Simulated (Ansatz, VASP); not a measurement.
## TaSiRh3 in VASP and in Ansatz

The input INCAR:

```
SYSTEM = TaSiRh3
ALGO = Normal ; EDIFF = 1E-7
EDIFFG = -0.04 ; ENCUT = 600
GGA = PE ; IBRION = 2
ISIF = 3 ; ISMEAR = 0
LASPH = .True. ; LCHARG = .False.
LREAL = .False. ; LWAVE = .False.
NELM = 80 ; NSW = 90
PREC = Accurate ; SIGMA = 0.1
```

File KPOINTS:

```
k-points
0
Gamma
  4 4 4
  0 0 0
```

File POSCAR:

```
TaSiRh3
1.0
    4.3891358900      0.0000000000      0.0000000000
    0.0000000000      4.3891358900      0.0000000000
    0.0000000000      0.0000000000      4.3891358900
Ta Si Rh
1 1 3
Direct
    0.5000000000      0.5000000000      0.5000000000
    0.0000000000      0.0000000000      0.0000000000
    0.5000000000      0.0000000000      0.0000000000
    0.0000000000      0.5000000000      0.0000000000
    0.0000000000      0.0000000000      0.5000000000
```

Input for Ansatz:

```yaml
crystal:
  lattice:
    - [4.38913589, 0.0, 0.0]
    - [0.0, 4.38913589, 0.0]
    - [0.0, 0.0, 4.38913589]
  atoms:
    - { symbol: Ta, position: [0.5, 0.5, 0.5] }
    - { symbol: Si, position: [0.0, 0.0, 0.0] }
    - { symbol: Rh, position: [0.5, 0.0, 0.0] }
    - { symbol: Rh, position: [0.0, 0.5, 0.0] }
    - { symbol: Rh, position: [0.0, 0.0, 0.5] }
basis:
  ecutwfc: 420
kpoints:
  mp_grid: { grid: [4, 4, 4] }
hamiltonian:
  xc: pbe
scf:
  occupations: { method: gaussian, width: 0.1 }
  lower_state_search: "off"
output:
  forces: true
  stress: true
  eigenvalues: true
relax:
  adjacent_minimum: "off"
  f_tol: 0.04
  max_steps: 70
  cell: { stress_tol: 0.4 }
```

Alike in both runs: task relaxation of cell and atoms; functional PBE; k mesh 4 × 4 × 4; occupations gaussian, width 0.1 eV; no spin polarisation.

|  | VASP | Ansatz |
| --- | --- | --- |
| version | VASP 6.6.1 | Ansatz 0.2.0 |
| potentials or method | VASP PAW PBE potentials, release 64 (Ta_pv, Si, Rh_pv) | scalar-relativistic, plane waves, PAW |
| plane-wave cutoff (eV) | 600 | 420 |
| valence electrons in the cell | 60 | 68 |

Ansatz gave:

- gap on the k mesh at the Fermi level, each at its own relaxed structure (eV): none
- relaxed volume (Å³/atom): 16.54
- relaxed cell length with the largest relative difference (Å): 4.356
- energy change over the relaxation (meV/atom): -5

Q: Estimate VASP's values.

A: gap on the k mesh at the Fermi level, each at its own relaxed structure (eV): none; relaxed volume (Å³/atom): 16.55; relaxed cell length with the largest relative difference (Å): 4.357; energy change over the relaxation (meV/atom): -4.

A gap of «none» marks a metal or a gap that the smearing closes. The two sets of potentials don't hold the same shells in valence.

Spin-orbit coupling is left out, which matters for the levels of Ta.
